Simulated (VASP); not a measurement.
Consider the following.

```xyz
2
Lattice="0.0000 2.0173 2.0173 2.0173 0.0000 2.0173 2.0173 2.0173 0.0000" Properties=species:S:1:pos:R:3 pbc="T T T"
Si     0.0000     0.0000     0.0000
C      2.0173     2.0173     2.0173
```

Calculation: PBEsol GGA, VASP's PBE PAW potentials (set 64) (plane waves; VASP). Run with 520 eV cut-off, Gaussian smearing of 0.050 eV, potentials Si C.

Task: What does the run give for the band gap (along the path) with the smallest direct gap where there is one?

Result: 
- band gap (along the path): none (metal, semimetal or under 0.01 eV)

The structure was generated: SiC was put into the rock salt type (Fm-3m), which need not be its known phase. It was relaxed first.
